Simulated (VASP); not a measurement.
Computed with r2SCAN meta-GGA, VASP's PBE PAW potentials (set 64) (plane waves; VASP).

Input for VASP

INCAR:
```
! general
SYSTEM  = PbSe(100) slab
PREC    = Normal
ENCUT   = 400
LREAL   = .FALSE.   ! projection in real space or not
LASPH   = .TRUE.   ! aspherical one-centre terms

! electronic loop
EDIFF   = 1E-5
NELM    = 100
NELMIN  = 4
ALGO    = Normal   ! blocked Davidson
LMAXMIX = 4
LMIXTAU = .TRUE.

! smearing
ISMEAR  = 0
SIGMA   = 0.05

! functional
METAGGA = R2SCAN

! ions
IBRION  = 2   ! conjugate gradients
NSW     = 50   ! most ionic steps
ISIF    = 2   ! forces and stress, cell fixed
EDIFFG  = -0.03   ! ionic stop

! output
LWAVE   = .TRUE.
LCHARG  = .FALSE.

! other
LDIPOL  = .TRUE.
IDIPOL  = 3
DIPOL   = 0.5 0.5 0.5
```

KPOINTS:
```
Automatic mesh
0
Gamma
5 5 1
0 0 0
```

POSCAR:
```
PbSe(100) slab
1
    4.3682551276    -0.0000000000    -0.0000000000
   -0.0000000000     4.3682551276     0.0000000000
    0.0000000000     0.0000000000    27.4965764656
Pb Se
4 4
Direct
  0.0000000000   0.5000000000   0.3314980000
  0.5000000000   0.0000000000   0.4438330000
  0.0000000000   0.5000000000   0.5561670000
  0.5000000000   0.0000000000   0.6685020000
  0.0000000000   0.5000000000   0.4438330000
  0.5000000000   0.0000000000   0.3314980000
  0.0000000000   0.5000000000   0.6685020000
  0.5000000000   0.0000000000   0.5561670000
```

POTCAR, in this order: Pb_d Se (PBE.64 set). Program: vasp_std.

Task: What does the run give for the energy per atom (σ→0)?

Result: 
```json
{
  "energy per atom (σ→0)": "-35.908 eV/atom"
}
```

File OSZICAR:
```
...
DAV:   3    -0.287261660789E+03   -0.41341E-03   -0.39679E-04   672   0.146E-01    0.162E-02
DAV:   4    -0.287261640233E+03    0.20556E-04   -0.65598E-05   568   0.582E-02    0.108E-02
DAV:   5    -0.287261652172E+03   -0.11939E-04   -0.95998E-05   568   0.663E-02    0.458E-03
DAV:   6    -0.287261678795E+03   -0.26623E-04   -0.21583E-05   424   0.331E-02    0.244E-03
DAV:   7    -0.287261699145E+03   -0.20350E-04   -0.33628E-06   392   0.149E-02    0.169E-03
DAV:   8    -0.287261747021E+03   -0.47876E-04   -0.57106E-06   368   0.191E-02    0.949E-04
DAV:   9    -0.287261754060E+03   -0.70386E-05   -0.39501E-06   344   0.170E-02
   9 F= -.28726175E+03 E0= -.28726175E+03  d E =-.408036E-03
```

The cell is a thin slab with vacuum, built from PbSe (rock salt): (100) face.
